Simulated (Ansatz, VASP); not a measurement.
# Cross-check of WSe2 between VASP and Ansatz

One calculation is typed for both programs; each brings its own data sets. How far apart do they land? The cell is taken from a series of runs on this material, whose earlier steps may have relaxed, scaled, displaced or heated it; both programs get it as it stands.

Method: plane waves, with VASP 6.6.1 beside it; zone-centre phonons at PBE, in Ansatz 0.2.0.

## (1) Starting point

It takes space group P6_3/mmc (No. 194, hexagonal). Conventional cell: a = 3.321 Å, b = 3.321 Å, c = 15.467 Å, α = 90.00°, β = 90.00°, γ = 120.00°. Nearest to W lie 6 Se at 2.55 Å. Se has 3 W at 2.55 Å nearest. Farther neighbours and most contacts between anions are not listed.

## (2) VASP: zone-centre phonons, PBE

Second derivatives magnify differences that forces hide, and they need a tight electronic threshold.

Lines of VASP's logs that name or quote its potential files are left out, and so is its time.

The input, INCAR:

```
SYSTEM = WSe2
PREC = Accurate
ENCUT = 600
EDIFF = 1E-08
NELM = 120
ISMEAR = 0
SIGMA = 0.01
LREAL = .FALSE.
ALGO = Normal
GGA = PE
NBANDS = 24
LASPH = .TRUE.
LORBIT = 11
LWAVE = .FALSE.
LCHARG = .FALSE.
ISIF = 2
IBRION = 8
GGA_COMPAT = .FALSE.
EFERMI = MIDGAP
KPAR = 2
```

The input, POSCAR:

```
WSe2
1.0
    3.3209942242      0.0000000000      0.0000000000
   -1.6604971121      2.8760653640      0.0000000000
    0.0000000000      0.0000000000     15.4668570291
W Se
2 4
Direct
    0.3333333334      0.6666666668      0.2500000000
    0.6666666668      0.3333333334      0.7500000000
    0.3333333334      0.6666666668      0.6415018604
    0.6666666668      0.3333333334      0.1415018604
    0.3333333334      0.6666666668      0.8584981396
    0.6666666668      0.3333333334      0.3584981396
```

The input, KPOINTS:

```
Automatic mesh
0
Gamma
9 9 2
0 0 0
```

The projector-augmented-wave data sets are W and Se (PBE family, release 64).

Run with:

```console
mpirun -np 2 vasp_std
```

Numbers of over 12 decimals in the logs are rounded to 6 here.

The log of the run:

```text
[banner, memory and clock lines left out]
running    2 mpi-ranks, on    1 nodes
 distrk:  each k-point on    1 cores,    2 groups
 distr:  one band on    1 cores,    1 groups

 POSCAR found type information on POSCAR W Se
 POSCAR found :  2 types and       6 ions
 LDA part: xc-table for (Slater+PW92), standard interpolation
 POSCAR, INCAR and KPOINTS ok, starting setup
 FFT: planning ... GRIDC
 FFT: planning ... GRID_SOFT
 FFT: planning ... GRID
 WAVECAR not read
 entering main loop
       N       E                     dE             d eps       ncg     rms          rms(c)
DAV:   1     0.215403075145E+03    0.21540E+03   -0.16419E+04  1152   0.143E+03
DAV:   2    -0.267417817983E+02   -0.24214E+03   -0.23237E+03  1592   0.270E+02
DAV:   3    -0.451087361194E+02   -0.18367E+02   -0.18216E+02  1528   0.742E+01
DAV:   4    -0.455105244983E+02   -0.40179E+00   -0.40060E+00  1608   0.116E+01
DAV:   5    -0.455182797664E+02   -0.77553E-02   -0.77514E-02  1608   0.140E+00    0.297E+01
DAV:   6    -0.438360122978E+02    0.16823E+01   -0.92255E+00  1704   0.143E+01    0.113E+01
DAV:   7    -0.435485685071E+02    0.28744E+00   -0.43133E+00  1592   0.105E+01    0.770E+00
DAV:   8    -0.433624571583E+02    0.18611E+00   -0.59481E-01  1624   0.461E+00    0.588E-01
DAV:   9    -0.433621863907E+02    0.27077E-03   -0.53549E-02  1560   0.120E+00    0.381E-01
DAV:  10    -0.433621464561E+02    0.39935E-04   -0.60767E-03  1504   0.424E-01    0.215E-01
DAV:  11    -0.433625030755E+02   -0.35662E-03   -0.68773E-04  1456   0.153E-01    0.125E-01
DAV:  12    -0.433626604955E+02   -0.15742E-03   -0.34680E-04  1384   0.102E-01    0.261E-02
DAV:  13    -0.433626854807E+02   -0.24985E-04   -0.57829E-05  1552   0.427E-02    0.746E-03
DAV:  14    -0.433626877589E+02   -0.22782E-05   -0.70338E-06  1464   0.150E-02    0.585E-03
DAV:  15    -0.433626880385E+02   -0.27963E-06   -0.77508E-07  1464   0.562E-03    0.309E-03
DAV:  16    -0.433626879398E+02    0.98700E-07   -0.14126E-07  1448   0.247E-03    0.179E-03
DAV:  17    -0.433626878982E+02    0.41568E-07   -0.33917E-08  1304   0.918E-04    0.702E-04
DAV:  18    -0.433626878881E+02    0.10134E-07   -0.24516E-09   856   0.301E-04    0.302E-04
DAV:  19    -0.433626878762E+02    0.11959E-07   -0.26407E-09   824   0.244E-04    0.346E-05
DAV:  20    -0.433626878755E+02    0.66530E-09   -0.58777E-10   840   0.176E-04
   1 F= -.43362688E+02 E0= -.43362688E+02  d E =0.000000E+00
 Linear response reoptimize wavefunctions to high precision
DAV:   1    -0.433626878784E+02   -0.28995E-08   -0.14239E-10   856   0.591E-05
DAV:   2    -0.433626878784E+02   -0.53205E-10   -0.67151E-11   784   0.400E-05
 Linear response DOF=           4
 Linear response progress:
  Degree of freedom:   1/  4
       N       E                     dE             d eps       ncg     rms          rms(c)
RMM:   1    -0.114756155997E+00   -0.11476E+00   -0.96059E-02  6319   0.133E+00
RMM:   2    -0.111206135684E+00    0.35500E-02   -0.35767E-03  6297   0.253E-01    0.148E-01
RMM:   3    -0.110716349195E+00    0.48979E-03   -0.40562E-04  6554   0.731E-02    0.886E-02
RMM:   4    -0.110549420787E+00    0.16693E-03   -0.30088E-04  6379   0.819E-02    0.120E-02
RMM:   5    -0.110595323625E+00   -0.45903E-04   -0.15401E-05  7046   0.111E-02    0.398E-03
RMM:   6    -0.110610369734E+00   -0.15046E-04   -0.17614E-06  6877   0.355E-03    0.614E-04
RMM:   7    -0.110607233316E+00    0.31364E-05    0.45492E-07  7165   0.911E-04    0.128E-04
RMM:   8    -0.110606513265E+00    0.72005E-06    0.28779E-07  7465   0.254E-04    0.516E-05
RMM:   9    -0.110606385810E+00    0.12745E-06    0.20633E-07  7325   0.942E-05    0.199E-05
RMM:  10    -0.110606458437E+00   -0.72627E-07    0.12892E-07  7278   0.496E-05    0.659E-06
RMM:  11    -0.110606517205E+00   -0.58768E-07    0.86358E-08  7404   0.290E-05    0.263E-06
RMM:  12    -0.110606522914E+00   -0.57095E-08    0.58817E-08  6752   0.234E-05    0.689E-07
 first order change of Fermi-energy  -0.24336E-03
 force on displaced ion       1 direction 1 : -17.812  -0.000   0.000
 Linear response progress:
  Degree of freedom:   2/  4
       N       E                     dE             d eps       ncg     rms          rms(c)
RMM:   1    -0.158435098731E+00   -0.15844E+00   -0.14240E-01  2281   0.148E+00
RMM:   2    -0.144919972051E+00    0.13515E-01   -0.65643E-03  1848   0.375E-01    0.150E-01
RMM:   3    -0.144397429021E+00    0.52254E-03   -0.47223E-04  1909   0.897E-02    0.883E-02
RMM:   4    -0.144333623284E+00    0.63806E-04   -0.36069E-04  1846   0.868E-02    0.245E-02
RMM:   5    -0.144442564345E+00   -0.10894E-03   -0.15701E-05  2026   0.170E-02    0.908E-03
RMM:   6    -0.144495615863E+00   -0.53052E-04   -0.66411E-06  1961   0.717E-03    0.182E-03
RMM:   7    -0.144491741480E+00    0.38744E-05    0.99531E-07  2081   0.226E-03    0.969E-04
RMM:   8    -0.144498410340E+00   -0.66689E-05   -0.90160E-07  2048   0.133E-03    0.653E-04
RMM:   9    -0.144496573452E+00    0.18369E-05    0.53581E-07  2085   0.648E-04    0.618E-05
RMM:  10    -0.144496694402E+00   -0.12095E-06    0.61173E-08  2157   0.150E-04    0.295E-05
RMM:  11    -0.144496747680E+00   -0.53278E-07    0.14742E-09  2129   0.877E-05    0.124E-05
RMM:  12    -0.144496722703E+00    0.24976E-07    0.62397E-08  2136   0.527E-05    0.859E-06
RMM:  13    -0.144496753050E+00   -0.30347E-07    0.96259E-09  2250   0.337E-05    0.161E-06
RMM:  14    -0.144496754115E+00   -0.10653E-08    0.13376E-08  2060   0.280E-05    0.815E-07
 first order change of Fermi-energy  -0.13095E-05
 force on displaced ion       1 direction 3 :  -0.000   0.000 -27.802
 Linear response progress:
  Degree of freedom:   3/  4
       N       E                     dE             d eps       ncg     rms          rms(c)
RMM:   1    -0.719155977674E-01   -0.71916E-01    0.48864E-02  9010   0.119E+00
RMM:   2    -0.711069508431E-01    0.80865E-03   -0.24687E-03  6485   0.235E-01    0.920E-02
RMM:   3    -0.712652522926E-01   -0.15830E-03   -0.21378E-04  7230   0.438E-02    0.569E-02
RMM:   4    -0.714801612669E-01   -0.21491E-03   -0.47690E-05  6863   0.291E-02    0.640E-03
RMM:   5    -0.714516798733E-01    0.28481E-04   -0.49746E-07  7367   0.560E-03    0.437E-03
RMM:   6    -0.714258279862E-01    0.25852E-04   -0.85951E-07  6978   0.301E-03    0.517E-04
RMM:   7    -0.714257490260E-01    0.78960E-07    0.72592E-07  7767   0.726E-04    0.173E-04
RMM:   8    -0.714266126085E-01   -0.86358E-06    0.90540E-07  7373   0.248E-04    0.760E-05
RMM:   9    -0.714266947934E-01   -0.82185E-07    0.12661E-06  7690   0.113E-04    0.197E-05
RMM:  10    -0.714265469113E-01    0.14788E-06    0.80714E-07  7522   0.527E-05    0.117E-05
RMM:  11    -0.714265303708E-01    0.16541E-07    0.96223E-07  7391   0.409E-05    0.241E-06
RMM:  12    -0.714265269590E-01    0.34117E-08    0.88267E-07  7446   0.300E-05    0.106E-06
RMM:  13    -0.714265323871E-01   -0.54281E-08    0.92779E-07  6369   0.279E-05    0.313E-07
RMM:  14    -0.714265335146E-01   -0.11275E-08    0.92554E-07  4649   0.266E-05    0.120E-07
RMM:  15    -0.714265333974E-01    0.11727E-09    0.92768E-07  4167   0.265E-05    0.746E-08
 first order change of Fermi-energy  -0.22027E-04
 force on displaced ion       3 direction 1 :  -8.562  -0.001  -0.000
 Linear response progress:
  Degree of freedom:   4/  4
       N       E                     dE             d eps       ncg     rms          rms(c)
RMM:   1    -0.126019051746E+00   -0.12602E+00    0.65497E-02  2638   0.126E+00
RMM:   2    -0.122485530271E+00    0.35335E-02   -0.40635E-03  1929   0.296E-01    0.246E-01
RMM:   3    -0.122401357000E+00    0.84173E-04   -0.58844E-04  1959   0.923E-02    0.194E-01
RMM:   4    -0.122441582907E+00   -0.40226E-04   -0.18614E-04  1985   0.523E-02    0.405E-02
RMM:   5    -0.122475505532E+00   -0.33923E-04   -0.27701E-05  1927   0.312E-02    0.860E-03
RMM:   6    -0.122482033940E+00   -0.65284E-05   -0.13889E-05  2066   0.985E-03    0.297E-03
RMM:   7    -0.122484406946E+00   -0.23730E-05   -0.48432E-06  2069   0.320E-03    0.119E-03
RMM:   8    -0.122485741561E+00   -0.13346E-05    0.46760E-06  2144   0.124E-03    0.495E-04
RMM:   9    -0.122488938405E+00   -0.31968E-05    0.31781E-07  2034   0.811E-04    0.233E-04
RMM:  10    -0.122490759737E+00   -0.18213E-05    0.28665E-07  2108   0.479E-04    0.180E-04
RMM:  11    -0.122492339586E+00   -0.15798E-05    0.60030E-07  2061   0.346E-04    0.105E-04
RMM:  12    -0.122493042490E+00   -0.70290E-06    0.62203E-07  2164   0.203E-04    0.371E-05
RMM:  13    -0.122492967976E+00    0.74514E-07    0.93255E-07  2196   0.863E-05    0.143E-05
RMM:  14    -0.122492940325E+00    0.27651E-07    0.52466E-07  2264   0.476E-05    0.706E-06
RMM:  15    -0.122492919387E+00    0.20938E-07    0.44449E-07  2188   0.371E-05    0.233E-06
RMM:  16    -0.122492918998E+00    0.38942E-09    0.54392E-07  2301   0.265E-05    0.999E-07
RMM:  17    -0.122492916994E+00    0.20033E-08    0.55358E-07  1952   0.236E-05    0.294E-07
RMM:  18    -0.122492917079E+00   -0.84713E-10    0.47214E-07  1615   0.227E-05    0.121E-07
RMM:  19    -0.122492917752E+00   -0.67309E-09    0.50609E-07  1302   0.225E-05    0.254E-08
 first order change of Fermi-energy  -0.22967E-01
 force on displaced ion       3 direction 3 :   0.000  -0.000 -15.598
 Linear response finished
```

[end of part 1 of 2]

[Lines on the potential files, build, host, timing and source positions are cut from VASP's logs without a mark.]

[Logs are printed without paths, hosts, clocks, repeated set-up lines and the standing remarks that a program may print on its own settings, such as how far it seeks lower states.]

[Hosts, paths, dates, database ids (printed as entryN), source tags and the programs' standing remarks are cut or masked in the printed files.]
